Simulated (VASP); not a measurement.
Input:

```xyz
2
Lattice="0.0000 2.8350 2.8350 2.8350 0.0000 2.8350 2.8350 2.8350 0.0000" Properties=species:S:1:pos:R:3 pbc="T T T"
Zn     0.0000     0.0000     0.0000
Se     1.4175     1.4175     1.4175
```

Level of theory: PBE GGA, VASP's PBE PAW potentials (set 64) (plane waves; VASP). Run with PREC = Normal, 500 eV cut-off, 6×6×6 Γ-centred mesh, Gaussian smearing of 0.010 eV, potentials Zn_sv_GW Se_GW.

### Question
Estimate the energy per atom (σ→0), pressure, band gap (on the k-mesh) with the smallest direct gap where there is one.

### Answer

| Item | Value |
|---|---|
| band gap (on the k-mesh) | 1.27 eV |
| smallest direct gap (on the k-mesh) | 1.27 eV |
| energy per atom (σ→0) | -3.017 eV/atom |
| pressure | 1.32 GPa |

Only differences to runs with the same potentials and settings are physical.

The compound is ZnSe in the zinc blende structure. The cell was not relaxed at this level.
